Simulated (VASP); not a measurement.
Computed with PBE GGA with D3 dispersion (Becke-Johnson damping), VASP's PBE PAW potentials (set 64) (plane waves; VASP).

A VASP calculation is set up with these files.

File KPOINTS:
```
kpoints
0
gamma
 6 6 6
```

### INCAR
```
# general
SYSTEM  = Bi2Se3
PREC    = Accurate
ENCUT   = 520
LREAL   = .False.
LASPH   = .True.

# electronic loop
EDIFF   = 1E-6
NELM    = 100
ALGO    = Normal
LMAXMIX = 4

# smearing
ISMEAR  = 0
SIGMA   = 0.05

# functional
GGA     = PE
IVDW    = 12

# ions
IBRION  = 2
NSW     = 60
ISIF    = 3
EDIFFG  = -0.02

# output
LWAVE   = .False.
LCHARG  = .False.
```

**POSCAR**
```
Bi2Se3
1
    9.5807900387    -2.0722702775    -0.0063775097
    9.5807900387     2.0722702775    -0.0063775097
    9.1349405874     0.0000000000     3.5551012714
Bi Se
2 3
Direct
  0.4007574803   0.4007574803   0.4007574803
  0.5992425197   0.5992425197   0.5992425197
  0.0000000000   0.0000000000   0.0000000000
  0.2107674538   0.2107674538   0.2107674538
  0.7892325462   0.7892325462   0.7892325462
```

POTCAR, in this order: Bi_d Se (PBE.64 set). Program: vasp_std.

What VASP printed:

**OSZICAR**
```
       N       E                     dE             d eps       ncg     rms          rms(c)
DAV:   1     0.474580561497E+03    0.47458E+03   -0.23170E+04  1792   0.178E+03
DAV:   2     0.352932961876E+02   -0.43929E+03   -0.42869E+03  1924   0.449E+02
DAV:   3    -0.181953502481E+02   -0.53489E+02   -0.50648E+02  2284   0.161E+02
DAV:   4    -0.208223873860E+02   -0.26270E+01   -0.25943E+01  2044   0.353E+01
DAV:   5    -0.209372457059E+02   -0.11486E+00   -0.11456E+00  2536   0.767E+00    0.520E+00
DAV:   6    -0.201366969375E+02    0.80055E+00   -0.21226E+00  2156   0.843E+00    0.333E+00
DAV:   7    -0.201456351331E+02   -0.89382E-02   -0.43005E-01  2012   0.302E+00    0.170E+00
DAV:   8    -0.201553439734E+02   -0.97088E-02   -0.77001E-02  2464   0.149E+00    0.551E-01
DAV:   9    -0.201543988080E+02    0.94517E-03   -0.12561E-02  2276   0.664E-01    0.157E-01
DAV:  10    -0.201546613265E+02   -0.26252E-03   -0.26917E-03  2016   0.276E-01    0.613E-02
DAV:  11    -0.201547722070E+02   -0.11088E-03   -0.50672E-04  2460   0.123E-01    0.385E-02
DAV:  12    -0.201547909019E+02   -0.18695E-04   -0.99175E-05  2300   0.642E-02    0.183E-02
DAV:  13    -0.201547915064E+02   -0.60448E-06   -0.27566E-05  2244   0.439E-02    0.495E-03
DAV:  14    -0.201547915743E+02   -0.67911E-07   -0.23813E-06  1744   0.984E-03
   1 F= -.22164363E+02 E0= -.22164357E+02  d E =-.221644E+02
       N       E                     dE             d eps       ncg     rms          rms(c)
DAV:   1    -0.201525553147E+02    0.22362E-02   -0.70020E-02  2648   0.237E+00    0.179E-01
DAV:   2    -0.201516945143E+02    0.86080E-03   -0.24124E-03  2228   0.544E-01    0.763E-02
DAV:   3    -0.201514997001E+02    0.19481E-03   -0.92842E-04  2348   0.336E-01    0.147E-02
DAV:   4    -0.201515063425E+02   -0.66424E-05   -0.38149E-05  2088   0.462E-02    0.871E-03
DAV:   5    -0.201515098126E+02   -0.34700E-05   -0.55079E-06  1760   0.176E-02    0.283E-03
DAV:   6    -0.201515102616E+02   -0.44903E-06   -0.49868E-07  1080   0.677E-03
   2 F= -.22164576E+02 E0= -.22164569E+02  d E =-.213051E-03
       N       E                     dE             d eps       ncg     rms          rms(c)
DAV:   1    -0.201495491846E+02    0.19606E-02   -0.37150E-02  2636   0.173E+00    0.130E-01
DAV:   2    -0.201490934698E+02    0.45571E-03   -0.12770E-03  2220   0.397E-01    0.553E-02
DAV:   3    -0.201489907364E+02    0.10273E-03   -0.48998E-04  2312   0.244E-01    0.107E-02
DAV:   4    -0.201489948766E+02   -0.41401E-05   -0.20985E-05  2104   0.341E-02    0.639E-03
DAV:   5    -0.201489972219E+02   -0.23454E-05   -0.25086E-06  1260   0.126E-02    0.193E-03
DAV:   6    -0.201489976758E+02   -0.45384E-06   -0.59810E-07   972   0.709E-03
   3 F= -.22164613E+02 E0= -.22164606E+02  d E =-.249897E-03
       N       E                     dE             d eps       ncg     rms          rms(c)
DAV:   1    -0.201504537980E+02   -0.14566E-02   -0.12755E-02  1812   0.100E+00    0.749E-02
DAV:   2    -0.201503780474E+02    0.75751E-04   -0.81673E-04  2040   0.257E-01    0.339E-02
DAV:   3    -0.201503429091E+02    0.35138E-04   -0.10894E-04  2156   0.113E-01    0.997E-03
DAV:   4    -0.201503404378E+02    0.24712E-05   -0.12712E-05  2376   0.314E-02    0.384E-03
DAV:   5    -0.201503394332E+02    0.10047E-05   -0.12648E-06  1020   0.974E-03    0.213E-03
DAV:   6    -0.201503387494E+02    0.68381E-06   -0.40741E-07   948   0.595E-03
   4 F= -.22164659E+02 E0= -.22164651E+02  d E =-.455962E-04
       N       E                     dE             d eps       ncg     rms          rms(c)
DAV:   1    -0.201502648959E+02    0.74537E-04   -0.43193E-05  1836   0.587E-02    0.443E-03
DAV:   2    -0.201502645393E+02    0.35665E-06   -0.26365E-06  1336   0.155E-02
   5 F= -.22164659E+02 E0= -.22164651E+02  d E =-.458164E-04
```

File OUTCAR:
```
------------------------ aborting loop because EDIFF is reached ----------------------------------------
 Edisp (eV)   -2.01439
  FORCE on cell =-STRESS in cart. coord.  units (eV):
  Direction    XX          YY          ZZ          XY          YZ          ZX
  --------------------------------------------------------------------------------------
  Total      -0.03682    -0.02102    -0.02126     0.00000     0.00000    -0.00198
  in kB      -0.41811    -0.23865    -0.24146     0.00000     0.00000    -0.02247
  external pressure =       -0.30 kB  Pullay stress =        0.00 kB
  volume of cell :      141.09
      direct lattice vectors                 reciprocal lattice vectors
     9.569230613 -2.071192246 -0.007197336     0.052150067 -0.241406852 -0.133935703
     9.569230613  2.071192246 -0.007197336     0.052150067  0.241406852 -0.133935703
     9.123613101  0.000000000  3.552428702     0.000211315  0.000000000  0.280954841
 POSITION                                       TOTAL-FORCE (eV/Angst)
 -----------------------------------------------------------------------------------
     11.32340      0.00000      1.41754         0.018549     -0.000000      0.002322
     16.93867      0.00000      2.12050        -0.018549     -0.000000     -0.002322
      0.00000      0.00000     -0.00000        -0.000000      0.000000      0.000000
      5.95221      0.00000      0.74514        -0.003628     -0.000000     -0.000454
     22.30987      0.00000      2.79290         0.003628     -0.000000      0.000454
 -----------------------------------------------------------------------------------
    total drift:                                0.000000     -0.000000      0.000000
  FREE ENERGIE OF THE ION-ELECTRON SYSTEM (eV)
  ---------------------------------------------------
  free  energy   TOTEN  =       -22.1646587363 eV

  energy  without entropy=      -22.1646430192  energy(sigma->0) =      -22.16465088

 reached required accuracy - stopping structural energy minimisation
```
(Selected blocks of OUTCAR.)

**CONTCAR**
```
Bi2Se3
   1.00000000000000
     9.5692306133543834   -2.0711922461816994   -0.0071973356222708
     9.5692306133543834    2.0711922461816994   -0.0071973356222708
     9.1236131006441337    0.0000000000000000    3.5524287017034455
  Bi              Se
     2     3
Direct
     0.4006570845385649    0.4006570845385649    0.4006570845385531
     0.5993429154614353    0.5993429154614353    0.5993429154614469
     0.0000000000000000    0.0000000000000000    0.0000000000000000
     0.2106075996197400    0.2106075996197400    0.2106075996197270
     0.7893924003802599    0.7893924003802599    0.7893924003802729
```

### OUTCAR
```
 val. band max:        5.0745102469   @ k =   0.0000   0.0000   0.0000

 cond. band min:       5.2421566655   @ k =   0.0000   0.0000   0.0000


 Fermi energy:         5.1583334598

 k-point     1 :       0.0000    0.0000    0.0000
  band No.  band energies     occupation
      1     -18.0967      2.00000
      2     -18.0967      2.00000
      3     -18.0949      2.00000
      4     -18.0949      2.00000
      5     -18.0877      2.00000
      6     -18.0850      2.00000
      7     -18.0761      2.00000
      8     -18.0761      2.00000
      9     -18.0732      2.00000
     10     -18.0732      2.00000
     11      -9.4165      2.00000
     12      -8.6083      2.00000
     13      -7.8632      2.00000
     14      -4.5271      2.00000
     15      -3.7715      2.00000
     16       2.8136      2.00000
     17       2.8945      2.00000
     18       3.1453      2.00000
     19       3.1453      2.00000
     20       3.1910      2.00000
     21       3.1910      2.00000
     22       3.8292      2.00000
     23       3.8292      2.00000
     24       5.0745      1.98225
     25       5.2422      0.01775
     26       6.3855      0.00000
     27       6.3855      0.00000
     28       7.1925      0.00000

 k-point     2 :       0.1667   -0.0000   -0.0000
  band No.  band energies     occupation
      1     -18.1003      2.00000
      2     -18.0978      2.00000
      3     -18.0904      2.00000
      4     -18.0886      2.00000
      5     -18.0841      2.00000
      6     -18.0817      2.00000
      7     -18.0792      2.00000
      8     -18.0770      2.00000
      9     -18.0764      2.00000
     10     -18.0732      2.00000
     11      -9.1658      2.00000
     12      -8.4028      2.00000
     13      -7.7141      2.00000
     14      -4.6981      2.00000
     15      -4.0467      2.00000
     16       1.6851      2.00000
     17       1.7846      2.00000
     18       2.3237      2.00000
     19       2.4810      2.00000
     20       3.1318      2.00000
...
```

Unless said otherwise, spin-orbit coupling is left out, though it shifts the bands of the heavy elements here.

The compound is Bi2Se3 in the tetradymite structure. This run relaxes it. Symmetry was kept, so distortions that lower it aren't found. The start is the result of an earlier pass.
